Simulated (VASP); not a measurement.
```xyz
4
Lattice="3.7046 0.0000 0.0000 0.0000 3.7046 0.0000 0.0000 0.0000 6.5232" Properties=species:S:1:pos:R:3 pbc="T T T"
V      0.0000     1.8523     0.0000
V      1.8523     0.0000     3.2616
S      0.0000     0.0000     1.6308
S      0.0000     0.0000     4.8924
```
Starting moments (μB, in the order of the record's atoms V V S S): 2.0 2.0 0.0 0.0.

Calculation: PBE GGA, VASP's PBE PAW potentials (set 64) (plane waves; VASP). Run with 400 eV cut-off, 5×5×3 Γ-centred mesh, Gaussian smearing of 0.050 eV, potentials V_sv S.

The moments were started parallel, and other spin orders were not tried in this run.

Question: Estimate the cell moment, energy per atom (σ→0), pressure, band gap (on the k-mesh) with the smallest direct gap where there is one.

Answer: 
| Item | Result |
|---|---|
| band gap (on the k-mesh) | none (metal, semimetal or under 0.01 eV) |
| cell moment | 5.97 μB |
| energy per atom (σ→0) | -6.829 eV/atom |
| pressure | -5.27 GPa |

Question: Give the moment on each site (PAW-sphere projection).

Answer: 
| site | moment (μB) |
|---|---|
| V1 | 2.55 |
| V2 | 2.55 |
| S3 | -0.10 |
| S4 | -0.10 |

Total energies compare only between runs with the same potentials, cut-off and functional.

The structure was generated: VS was put into the PtS type (P4_2/mmc), which need not be its known phase. The cell was not relaxed at this level. The k-mesh is coarse (spacing up to 0.34 per Å, 2π included), so the numbers may not be converged in it.
